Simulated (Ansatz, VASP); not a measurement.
# Cross-check of Sc between VASP and Ansatz

Aim: how closely do two programs agree when they are given the same cell, functional and k mesh? The structure shown is the end of the Ansatz relaxation below.

Main program and level: Ansatz 0.2.0; plane waves, with VASP 6.6.1 beside it; single point at PBEsol.

**1. The starting structure**

Symmetry: P6_3/mmc, No. 194, hexagonal system. Conventional cell: a = 3.170 Å, b = 3.170 Å, c = 4.889 Å, α = 90.00°, β = 90.00°, γ = 120.00°. Sc has 12 Sc at 3.05 to 3.17 Å nearest.

Coordinates:

```cif
data_structure
_symmetry_space_group_name_H-M 'P 1'
_symmetry_Int_Tables_number 1
_cell_length_a 3.1699
_cell_length_b 3.1699
_cell_length_c 4.8886
_cell_angle_alpha 90.000
_cell_angle_beta 90.000
_cell_angle_gamma 120.000
_cell_volume 42.54
loop_
_atom_site_label
_atom_site_type_symbol
_atom_site_fract_x
_atom_site_fract_y
_atom_site_fract_z
_atom_site_occupancy
Sc1 Sc 0.33333 0.66667 0.25000 1
Sc2 Sc 0.66667 0.33333 0.75000 1
```

**2. Ansatz: relaxation, PBEsol**

Ansatz runs on its PAW soft_1 files.

This run makes the geometry at which the two programs are then compared.

The input, input.yaml:

```yaml
crystal:
  lattice:
    - [3.1687016951, 0.0, 0.0]
    - [-1.5843508476, 2.7441761649, 0.0]
    - [0.0, 0.0, 4.8922275282]
  atoms:
    - { symbol: Sc, position: [0.3333333333, 0.6666666667, 0.25] }
    - { symbol: Sc, position: [0.6666666667, 0.3333333333, 0.75] }
kpoints:
  mp_grid: { grid: [15, 15, 8] }
hamiltonian:
  xc: pbesol
  pseudopotentials: { kind: paw, azcp: { folder: soft_1 }, xc_functional: pbe }
scf:
  occupations: { method: methfessel_paxton, width: 0.2 }
output:
  forces: true
  stress: true
  eigenvalues: true
relax:
  adjacent_minimum: "off"
  f_tol: 0.001
  max_steps: 60
  cell: { stress_tol: 0.01, fix: [volume] }
```

Started as:

```sh
ansatz run input.yaml --threads 4 --pin off --max-ram 10240MiB --backend cpu --events-out ev --progress --plain --runs-dir out
```

Numbers of over 12 decimals in the logs are rounded to 6 here.

Output:

```text
Engine: ansatz 0.2.0, x86_64-unknown-linux-gnu
Pseudopotentials: kind: paw
Pseudopotential: Sc, paw, valence charge 11, recommended cutoff 420 eV (normal), soft_1/Sc.paw.azcp
Functional definition: PBEsol
  exchange = pbesol_x
  correlation = pbesol_c
Crystal: 2 atoms, lattice volume = 42.540 Å³
Basis set: ecut = 420 eV, 833 PW (Γ), exchange–correlation on 48×48×72 points (8 copies of the dense FFT grid, shifted against one another)
Bands: 15, of which v1, the nominal top of the filled ones, is band 11 counted from 1 (10 counted from 0)
Symmetry: 24 space group operations
Space group: P63/mmc (ITA 194), of the structure as read, at distance tolerance 3.5e-5 Å
k-points: 135 of 1800
Non-local potential: Sc, projectors of the file, l = 0: 3, l = 1: 2, l = 2: 3, l = 3: 1
PAW form: soft (Blöchl's): semilocal exchange-correlation on the pseudo side does not see the compensation charge
PAW frozen core: Sc, regenerated for the run's functional, and the local potential with it (the file was generated under x = pbe(κ = 0.804, μ = 0.219515), c = pbe(β = 0.066725))
PAW one-centre angular grid: Sc, 590 points (default); XC on 64 Gauss nodes
Initial density: superposition of atomic densities (chi_scale 0.1, normalization cell)
Initial wavefunctions: pseudopotential atomic-orbital guess
Functional: x = pbesol(κ = 0.804, μ = 0.123457), c = pbesol(β = 0.046)
SCF iter   1: F=—  HF=-4222.774284 eV  |F-HF|=—  |Δ(HF+E_count)|=         —  Δρ=2.59e-2  dr2=3.43e-1  ethr=3.10e-3  ⟨swp⟩=3.1  Hψ=7470  notcnv=0
preconditioner: auto → none  [metal: Δε(μ)=0.001 eV  Ē_g=2.881 eV  σ=0.200 eV  W_gap=0.01  n_scr=8 (ndim 8)  ℏωp=13.9 eV  f_vac=0.000  D(μ)=3.41/eV (n_scr^D=34)  sad-step TF]
SCF iter   2: F=—  HF=-4222.686020 eV  |F-HF|=—  |Δ(HF+E_count)|=   8.83e-2  S|Δr|=    0.00e0  Δρ=1.48e-2  dr2=1.19e-1  ethr=1.56e-3  ⟨swp⟩=2.0  Hψ=3537  notcnv=0  defer=2
SCF iter   3: F=—  HF=-4222.644948 eV  |F-HF|=—  |Δ(HF+E_count)|=   4.11e-2  S|Δr|=    0.00e0  Δρ=1.10e-3  dr2=2.66e-4  ethr=5.42e-4  ⟨swp⟩=3.0  Hψ=3919  notcnv=0  defer=2
SCF iter   4: F=—  HF=-4222.645244 eV  |F-HF|=—  |Δ(HF+E_count)|=   2.96e-4  S|Δr|=    0.00e0  Δρ=6.67e-5  dr2=9.70e-7  ethr=1.21e-6  ⟨swp⟩=2.8  Hψ=3438  notcnv=0  defer=2
SCF iter   5: F=—  HF=-4222.645253 eV  |F-HF|=—  |Δ(HF+E_count)|=   9.27e-6  S|Δr|=    0.00e0  Δρ=1.51e-5  dr2=9.18e-8  ethr=4.55e-10  ⟨swp⟩=5.2  Hψ=8457  notcnv=0
SCF iter   6: F=-4222.645253 eV  HF=-4222.645253 eV  |F-HF|=3.64e-12  |Δ(HF+E_count)|=   3.48e-8  S|Δr|=    0.00e0  Δρ=1.12e-6  dr2=3.00e-10  ethr=4.17e-10  ⟨swp⟩=2.0  Hψ=7323  notcnv=0
SCF 1 converged in 6 iterations: F = -4222.645253 eV  dr2 = 3.00e-10
  greatest PAW one-centre occupation: 0.998 electrons in one spin orbital (limit 2), on the Sc atom at site 1 (counted from 0), in its partial waves of l = 0
relax step   1: F+E_penalty+E_count = -4222.64525283 eV  Δ(F+E_penalty+E_count) = +0.000e0 eV  max|allowed force component| = 2.776e-17 eV/Å  Δτ_max = 0.0000 Å  P = +7.160 GPa  Ω = 42.540 Å³  fix = [volume]  reactions: volume +7.160 GPa  (6 SCF iters, dr2 threshold 1.00e-7 eV, accepted)
[...]
relax step   2: F+E_penalty+E_count = -4222.64526293 eV  Δ(F+E_penalty+E_count) = -1.011e-5 eV  max|allowed force component| = 2.776e-17 eV/Å  Δτ_max = 0.0000 Å  P = +7.157 GPa  Ω = 42.540 Å³  energy of the carried Pulay correction = -9.229e-10 eV  fix = [volume]  reactions: volume +7.157 GPa  (3 SCF iters, dr2 threshold 1.18e-8 eV, accepted)
[...]
relax step   3: F+E_penalty+E_count = -4222.64526305 eV  Δ(F+E_penalty+E_count) = -1.236e-7 eV  max|allowed force component| = 1.850e-17 eV/Å  Δτ_max = 0.0000 Å  P = +7.157 GPa  Ω = 42.540 Å³  fix = [volume]  reactions: volume +7.157 GPa  stress off target by 3.30e-4 GPa on what of the cell is left free  SCF on the basis re-selected at this cell (its energy is not comparable with the rows above)  (4 SCF iters)
basis re-selected at this cell: Δ(F+E_penalty+E_count) = -1.236e-7 eV, ΔP = -0.000 GPa vs the last step (what re-selecting the basis moved, of the pressure what is left beyond the Pulay correction that the steps carried, after the strain that the cell walked since its last selection, with what the two solves' SCF thresholds leave and, on support functions, any second-order correction that the steps lacked; it is no m [...]
SCF converged after 4 iterations
Stability not checked: this state was not tested for a lower state beside it, because cold or Methfessel-Paxton smearing, or corrected tetrahedra, fill the levels in a way that the test cannot read (fill_not_monotonic; see scf.lower_state_search)
Free energy (F): -4222.645263 eV
Harris-Foulkes:  -4222.645263 eV  (|F-HF|=0.00e0)
Internal energy: -4222.644714 eV  (E = F + TS)
E sigma→0 (E₀):  -4222.645126 eV
Entropy (-TS):   -0.000549 eV (-0.275 meV/atom)
Fermi energy:    10.776077 eV
--- Per-component energies (eV) ---
  E_band       = -295.958333
  E_kinetic    = 418.153653
  E_local      = -1572.523869  (includes V_loc(G=0)·N_el)
  E_nonlocal   = 289.038438
  E_hartree    = 563.255615
  E_xc         = -170.711417
  E_vxc        = -210.894846  (∫ρ·V_xc dr)
  E_paw        = -1934.715573  (= ΣΔE_a)
  E_vpaw       = -346.243020  (= ΣTr[D̂ρ^β])
  E_aug_tail   = 0.000081  (compensation charges beyond the density's cutoff)
  E_ewald      = -1815.399692
  E_core_change = 0.258050  (= ΣΔE_core)
  E_smearing   = -0.000549  (= −TS)
  E_closure    = -0.000000  (closes the sum)
  Σ components = -4222.645263   (vs F -4222.645263, Δ=0.00e0)
--- Forces (eV/Å), atoms counted from 1 ---
  atom   1  Sc     0.00000000     0.00000000     0.00000000
  atom   2  Sc    -0.00000000     0.00000000     0.00000000
  max |Σ_I F_I| component: 0.00e0 eV/Å
--- Stress (GPa, compression-positive) ---
        7.156814       0.000000       0.000000
       -0.000000       7.156814       0.000000
        0.000000       0.000000       7.157308
  P = ⅓ Tr σ = 7.1570 GPa (71.570 kbar)
--- Band table (eV; the first three rows and the last of 135) ---
  k-point 0: bands = [... 7 lower, -16.4062, 5.4121, 8.9342, 11.8824, 12.5276, 12.5276, 12.9258, 13.1010]
  k-point 1: bands = [... 7 lower, -16.4355, 5.5353, 8.8364, 11.7622, 12.4543, 12.4543, 12.8378, 13.0141]
  k-point 2: bands = [... 7 lower, -16.4719, 5.8941, 8.4928, 11.5954, 12.3538, 12.3538, 12.5927, 12.8091]
  k-point 134: bands = [... 7 lower, -16.5219, 10.2834, 10.2834, 10.5904, 10.5904, 11.1931, 11.1931, 13.5214]
--- Relaxed structure (2 steps of the walk, 2 accepted, 1 SCFs on fresh bases) ---
  F+E_penalty+E_count = -4222.64526305 eV   max|allowed force component| = 1.850e-17 eV/Å   (the final SCF, on the basis selected at the relaxed cell)
  cell:  # Å, volume = 42.5402 Å³
    - [3.169879, 2.8878069434438523e-11, 0.0]
    - [-1.584940, 2.745196, 0.0]
    - [0.0, 0.0, 4.888594]
  atoms:
    - { symbol: Sc, position: [0.333333, 0.666667, 0.25] }
    - { symbol: Sc, position: [0.666667, 0.333333, 0.75] }
```

The column dr2 measures how far the density is from self-consistency, as an energy; F and HF (Harris–Foulkes) agree once it is small.

**3. VASP: single point, PBEsol, pair 1**

The same cell, functional, mesh and smearing now go to VASP, with its own data sets.

Lines of VASP's logs that name or quote its potential files are left out, and so is its time.

The input, INCAR:

```
SYSTEM = Sc
PREC = Accurate
ENCUT = 500
EDIFF = 1E-06
NELM = 120
ISMEAR = 1
SIGMA = 0.2
LREAL = .FALSE.
ALGO = Normal
GGA = PS
NBANDS = 17
LASPH = .TRUE.
LORBIT = 11
LWAVE = .FALSE.
LCHARG = .FALSE.
ISIF = 2
GGA_COMPAT = .FALSE.
KPAR = 2
```

The input, POSCAR:

```
Sc
1.0
    3.1698790034      0.0000000000      0.0000000000
   -1.5849395017      2.7451957438      0.0000000000
    0.0000000000      0.0000000000      4.8885942093
Sc
2
Direct
    0.3333333333      0.6666666667      0.2500000000
    0.6666666667      0.3333333333      0.7500000000
```

The input, KPOINTS:

```
Automatic mesh
0
Gamma
15 15 8
0 0 0
```

The projector-augmented-wave data sets are Sc_sv (PBE family, release 64).

Started as:

```sh
mpirun -np 2 vasp_std
```

Output:

```text
[banner, memory and clock lines left out]
running    2 mpi-ranks, on    1 nodes
 distrk:  each k-point on    1 cores,    2 groups
 distr:  one band on    1 cores,    1 groups

 POSCAR found type information on POSCAR Sc
 POSCAR found :  1 types and       2 ions
|                                                                             |
|               ----> ADVICE to this user running VASP <----                  |
|                                                                             |
|     You enforced a specific xc type in the INCAR file but a different       |
|     [... a line on the potential file left out ...]
|     I HOPE YOU KNOW WHAT YOU ARE DOING!                                     |
|                                                                             |

 LDA part: xc-table for (Slater+PW92), standard interpolation
 POSCAR, INCAR and KPOINTS ok, starting setup
 FFT: planning ... GRIDC
 FFT: planning ... GRID_SOFT
 FFT: planning ... GRID
 WAVECAR not read
 entering main loop
       N       E                     dE             d eps       ncg     rms          rms(c)
DAV:   1     0.349476473008E+03    0.34948E+03   -0.11020E+04  4622   0.139E+03
DAV:   2     0.534497339847E+01   -0.34413E+03   -0.33802E+03  5750   0.574E+02
DAV:   3    -0.139826083850E+02   -0.19328E+02   -0.18593E+02  7475   0.162E+02
DAV:   4    -0.144099229118E+02   -0.42731E+00   -0.41234E+00  6672   0.200E+01
DAV:   5    -0.144140876579E+02   -0.41647E-02   -0.41630E-02  7785   0.225E+00    0.930E+00
DAV:   6    -0.132869637486E+02    0.11271E+01   -0.24257E+00  5903   0.190E+01    0.294E+00
DAV:   7    -0.131222064554E+02    0.16476E+00   -0.66059E-01  6042   0.916E+00    0.747E-01
DAV:   8    -0.131110972487E+02    0.11109E-01   -0.19613E-02  6373   0.187E+00    0.202E-01
DAV:   9    -0.131103912476E+02    0.70600E-03   -0.36578E-03  6442   0.695E-01    0.152E-02
DAV:  10    -0.131104001724E+02   -0.89248E-05   -0.57803E-05  7442   0.110E-01    0.553E-03
DAV:  11    -0.131103978351E+02    0.23373E-05   -0.13125E-06  4472   0.163E-02    0.127E-03
DAV:  12    -0.131103987073E+02   -0.87224E-06   -0.22949E-07  3409   0.964E-03
   1 F= -.13110399E+02 E0= -.13110235E+02  d E =-.492362E-03
```

From OUTCAR (step 3):

```text
ion  position               nearest neighbor table
   1  0.333  0.667  0.250-   2 3.05   2 3.05   2 3.05   2 3.05   2 3.05   2 3.05
   2  0.667  0.333  0.750-   1 3.05   1 3.05   1 3.05   1 3.05   1 3.05   1 3.05

  LATTYP: Found a hexagonal cell.
 ALAT       =     3.1698790034
 C/A-ratio  =     1.5422021484

 Subroutine GETGRP returns: Found 24 space group operations
 (whereof 12 operations were pure point group operations)

The static configuration has the point symmetry D_3d.
 The point group associated with its full space group is D_6h.

 Found    135 irreducible k-points:

   k-points           NKPTS =    135   k-points in BZ     NKDIM =    135   number of bands    NBANDS=     17

   dimension x,y,z NGX =    24 NGY =   24 NGZ =   36
   dimension x,y,z NGXF=    48 NGYF=   48 NGZF=   72

   ENCUT  =  500.0 eV  36.75 Ry    6.06 a.u.   5.78  5.78  8.91*2*pi/ulx,y,z

   NELECT =      22.0000    total number of electrons

 k-points in reciprocal lattice and weights: Automatic mesh
   0.00000000  0.00000000  0.00000000       0.001
   0.06666667 -0.00000000  0.00000000       0.003
   0.13333333  0.00000000  0.00000000       0.003
   0.20000000  0.00000000  0.00000000       0.003
   0.26666667  0.00000000  0.00000000       0.003
   0.33333333  0.00000000  0.00000000       0.003
   0.40000000  0.00000000  0.00000000       0.003
   0.46666667  0.00000000  0.00000000       0.003
   0.06666667  0.06666667  0.00000000       0.003
[...]
0.33333333  0.26666667  0.50000000       0.007
   0.33333333  0.33333333  0.50000000       0.001

 average (electrostatic) potential at core
       1 -45.7304       2 -45.7304

 E-fermi :   4.4688

 k-point     1 :       0.0000    0.0000    0.0000
  band No.  band energies     occupation
    ...
      6     -22.7653      2.00000
      7     -22.7653      2.00000
      8     -22.7170      2.00000
      9      -0.9060      2.00000
     10       2.6217      2.00000
     11       5.5830     -0.00000
     12       6.2172     -0.00000
     13       6.2172     -0.00000
     14       6.6149     -0.00000
     15       6.7908     -0.00000
    ...

 k-point     2 :       0.0667   -0.0000    0.0000
  band No.  band energies     occupation
    ...
      6     -22.7846      2.00000
      7     -22.7673      2.00000
      8     -22.7216      2.00000
      9      -0.7951      2.00000
     10       2.7128      2.00000
     11       5.4433     -0.00000
     12       5.9991     -0.00000
     13       6.3021     -0.00000
     14       6.7116     -0.00000
     15       6.7790     -0.00000
    ...

 k-point     3 :       0.1333    0.0000    0.0000
  band No.  band energies     occupation
    ...
      6     -22.8382      2.00000
      7     -22.7733      2.00000
      8     -22.7355      2.00000
      9      -0.4710      2.00000
     10       2.9652      2.00000
     11       5.0990     -0.00008
     12       5.5988     -0.00000
     13       6.5233     -0.00000
     14       6.5515     -0.00000
     15       6.7861     -0.00000
    ...

  Total        1.8999995      1.8999995      1.9047491      0.0000000      0.0000000     -0.0000000
  in kB       71.5589702     71.5589702     71.7378536      0.0000000      0.0000000     -0.0000000
  external PRESSURE =      71.6185980 kB  Pullay stress =       0.0000000 kB

  energy-cutoff  :      500.00
  volume of cell :       42.54
      direct lattice vectors                 reciprocal lattice vectors
     3.169879003  0.000000000  0.000000000     0.315469454  0.182136374  0.000000000
    -1.584939502  2.745195744  0.000000000     0.000000000  0.364272749  0.000000000
     0.000000000  0.000000000  4.888594209     0.000000000  0.000000000  0.204557784

 POSITION                                       TOTAL-FORCE (eV/Angst)
 -----------------------------------------------------------------------------------
     -0.00000      1.83013      1.22215        -0.000000      0.000000      0.000000
      1.58494      0.91507      3.66645         0.000000     -0.000000      0.000000
 -----------------------------------------------------------------------------------
    total drift:                                0.000000     -0.000000      0.000000

  FREE ENERGIE OF THE ION-ELECTRON SYSTEM (eV)
  ---------------------------------------------------
  free  energy   TOTEN  =       -13.1103987073 eV

  energy  without entropy=      -13.1099063450  energy(sigma->0) =      -13.11023459

 total charge
# of ion       s       p       d       tot
------------------------------------------
    1        2.307   6.125   1.117   9.549
    2        2.307   6.125   1.117   9.549
--------------------------------------------------
tot          4.614  12.251   2.233  19.099

[... 3 further parts left out ...]
```

The run ends at a pressure of 7.16 GPa.

**4. Side by side**

Known differences besides the potentials themselves: the cutoff is 420 eV in Ansatz and 500 eV in VASP; Ansatz makes its cores anew for this functional, VASP keeps those of its PBE data sets; Ansatz's pressure holds a Pulay correction, VASP's none. Total energies have different zeros and are not compared.

Compared:

```csv
quantity,Ansatz,VASP,difference
pressure (GPa),7.16,7.16,0.00
```

**5. Ansatz: relaxation, PBEsol**

This run makes the geometry at which the two programs are then compared. The cell compared in this pair holds 43.49 Å³, against 42.54 Å³ for the pair before.

The structure compared here is the end of the Ansatz relaxation.

Changes to input.yaml since step 2:

```diff
@@ -2,5 +2,5 @@
   lattice:
-    - [3.1687016951, 0.0, 0.0]
-    - [-1.5843508476, 2.7441761649, 0.0]
-    - [0.0, 0.0, 4.8922275282]
+    - [3.1908613173, 0.0, 0.0]
+    - [-1.5954306587, 2.7633669607, 0.0]
+    - [0.0, 0.0, 4.9317246296]
   atoms:
```

Started as:

```sh
ansatz run input.yaml --threads 4 --pin off --max-ram 10240MiB --backend cpu --events-out ev --progress --plain --runs-dir out
```

Output:

```text
[...]
Crystal: 2 atoms, lattice volume = 43.486 Å³
Basis set: ecut = 420 eV, 881 PW (Γ), exchange–correlation on 48×48×72 points (8 copies of the dense FFT grid, shifted against one another)
Bands: 15, of which v1, the nominal top of the filled ones, is band 11 counted from 1 (10 counted from 0)
Symmetry: 24 space group operations
[...]
k-points: 135 of 1800
[...]
k-point 134: bands = [... 7 lower, -16.8675, 10.0196, 10.0196, 10.3214, 10.3214, 10.8901, 10.8901, 13.1920]
--- Relaxed structure (2 steps of the walk, 2 accepted, 1 SCFs on fresh bases) ---
[...]
cell:  # Å, volume = 43.4856 Å³
    - [3.192002, 2.8877747279894787e-11, 0.0]
    - [-1.596001, 2.764355, 0.0]
    - [0.0, 0.0, 4.928201]
  atoms:
    - { symbol: Sc, position: [0.333333, 0.666667, 0.25] }
    - { symbol: Sc, position: [0.666667, 0.333333, 0.75] }
[key lines of the parts left out:]
SCF converged after 4 iterations
Free energy (F): -4222.682433 eV
Fermi energy:    10.499523 eV
P = ⅓ Tr σ = 5.4667 GPa (54.667 kbar)
```

**6. VASP: single point, PBEsol, pair 2**

The same cell, functional, mesh and smearing now go to VASP, with its own data sets.

INCAR is that of step 3.

The input, POSCAR:

```
Sc
1.0
    3.1920018090      0.0000000000      0.0000000000
   -1.5960009045      2.7643546555      0.0000000000
    0.0000000000      0.0000000000      4.9282010813
Sc
2
Direct
    0.3333333333      0.6666666667      0.2500000000
    0.6666666667      0.3333333333      0.7500000000
```

KPOINTS is that of step 3.

Started as:

```sh
mpirun -np 2 vasp_std
```

Output:

```text
[banner, memory and clock lines left out]
running    2 mpi-ranks, on    1 nodes
[...]
[... a notice as in an earlier step ...]

 LDA part: xc-table for (Slater+PW92), standard interpolation
 POSCAR, INCAR and KPOINTS ok, starting setup
[...]
entering main loop
       N       E                     dE             d eps       ncg     rms          rms(c)
DAV:   1     0.351352115050E+03    0.35135E+03   -0.10895E+04  4590   0.137E+03
DAV:   2     0.518766959327E+01   -0.34616E+03   -0.34018E+03  5638   0.576E+02
DAV:   3    -0.140669154563E+02   -0.19255E+02   -0.18594E+02  7527   0.162E+02
DAV:   4    -0.144761881890E+02   -0.40927E+00   -0.33391E+00  6632   0.191E+01
[...]
DAV:  10    -0.131482377277E+02   -0.10216E-04   -0.62797E-05  7392   0.114E-01    0.581E-03
DAV:  11    -0.131482353406E+02    0.23871E-05   -0.14150E-06  4753   0.167E-02    0.137E-03
DAV:  12    -0.131482363114E+02   -0.97080E-06   -0.25437E-07  3574   0.100E-02
   1 F= -.13148236E+02 E0= -.13147833E+02  d E =-.121136E-02
```

(Part 1 of 2 ends here.)

[Lines on the potential files, build, host, timing and source positions are cut from VASP's logs without a mark.]

[Logs are printed without paths, hosts, clocks, repeated set-up lines and the standing remarks that a program may print on its own settings, such as how far it seeks lower states.]

[Hosts, paths, dates, database ids (printed as entryN), source tags and the programs' standing remarks are cut or masked in the printed files.]
